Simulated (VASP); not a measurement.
OSZICAR of a VASP run on HfN (rock salt):

**OSZICAR**
```
       N       E                     dE             d eps       ncg     rms          rms(c)
DAV:   1     0.467421054238E+02    0.46742E+02   -0.92827E+03  2296   0.149E+03
DAV:   2    -0.221125548182E+02   -0.68855E+02   -0.65271E+02  3027   0.292E+02
DAV:   3    -0.247105054414E+02   -0.25980E+01   -0.25673E+01  2997   0.492E+01
DAV:   4    -0.247362740026E+02   -0.25769E-01   -0.25618E-01  2841   0.470E+00
DAV:   5    -0.247366956300E+02   -0.42163E-03   -0.42115E-03  3016   0.457E-01    0.517E+01
DAV:   6    -0.217996677358E+02    0.29370E+01   -0.15310E+01  2755   0.297E+01    0.423E+01
DAV:   7    -0.217519109876E+02    0.47757E-01   -0.70762E-01  2609   0.785E+00    0.269E+01
DAV:   8    -0.217432330906E+02    0.86779E-02   -0.12608E-01  2719   0.350E+00    0.673E+00
DAV:   9    -0.217321294931E+02    0.11104E-01   -0.61050E-02  2752   0.183E+00    0.160E+00
DAV:  10    -0.217317725754E+02    0.35692E-03   -0.19250E-03  2691   0.426E-01    0.450E-01
DAV:  11    -0.217317605903E+02    0.11985E-04   -0.34576E-04  2829   0.161E-01    0.437E-02
DAV:  12    -0.217317575985E+02    0.29917E-05   -0.14214E-05  2706   0.405E-02    0.439E-02
DAV:  13    -0.217317569976E+02    0.60096E-06   -0.82223E-07  1594   0.101E-02
   1 F= -.18920850E+02 E0= -.18920695E+02  d E =-.189209E+02
       N       E                     dE             d eps       ncg     rms          rms(c)
DAV:   1    -0.218687462559E+02   -0.13699E+00   -0.15147E+01  2288   0.412E+01    0.151E+01
DAV:   2    -0.214648620438E+02    0.40388E+00   -0.59278E-01  2396   0.805E+00    0.719E+00
DAV:   3    -0.213392632316E+02    0.12560E+00   -0.28017E-01  2510   0.551E+00    0.375E+00
DAV:   4    -0.213370883871E+02    0.21748E-02   -0.10210E-02  2869   0.108E+00    0.243E+00
DAV:   5    -0.213368001708E+02    0.28822E-03   -0.10993E-03  2767   0.305E-01    0.315E-01
DAV:   6    -0.213367913700E+02    0.88008E-05   -0.14129E-04  2884   0.130E-01    0.479E-02
DAV:   7    -0.213367881849E+02    0.31850E-05   -0.56566E-06  2686   0.274E-02    0.129E-02
DAV:   8    -0.213367871714E+02    0.10136E-05   -0.10592E-06  1538   0.886E-03    0.135E-03
DAV:   9    -0.213367870734E+02    0.98001E-07   -0.19626E-07  1375   0.714E-03
   2 F= -.18803530E+02 E0= -.18803411E+02  d E =0.117320E+00
       N       E                     dE             d eps       ncg     rms          rms(c)
DAV:   1    -0.219387194428E+02   -0.60193E+00   -0.76159E+00  2288   0.290E+01    0.108E+01
DAV:   2    -0.217369089663E+02    0.20181E+00   -0.33034E-01  2366   0.586E+00    0.531E+00
DAV:   3    -0.216732254660E+02    0.63684E-01   -0.14573E-01  2477   0.379E+00    0.285E+00
DAV:   4    -0.216722976805E+02    0.92779E-03   -0.63527E-03  2890   0.861E-01    0.173E+00
DAV:   5    -0.216720567726E+02    0.24091E-03   -0.10161E-03  2650   0.293E-01    0.186E-01
DAV:   6    -0.216720457940E+02    0.10979E-04   -0.93872E-05  2808   0.110E-01    0.477E-02
DAV:   7    -0.216720455370E+02    0.25703E-06   -0.34535E-06  2687   0.200E-02
   3 F= -.18942364E+02 E0= -.18942225E+02  d E =-.215136E-01
```

**Question.** Which electronic solver shows in the log?

**Answer.** It is blocked Davidson (ALGO = Normal, or the opening steps of other solvers). The INCAR had ALGO = Normal.

**Question.** Can the final energy be trusted as converged?

**Answer.** The run converged. It stopped with EDIFF = 1E-6, NELM = 100, NSW = 40 and EDIFFG = -0.02 after 3 ionic steps (PBE GGA, plane waves, VASP's PBE PAW potentials (set 64)). Energy and stress use the plane-wave basis of the starting cell.

The compound is HfN in the rock salt structure. This run relaxes it under an external pressure of 20 GPa. Symmetry was kept, so distortions that lower it aren't found. The electron count is odd and the run is not spin-polarised, which forces a metal.
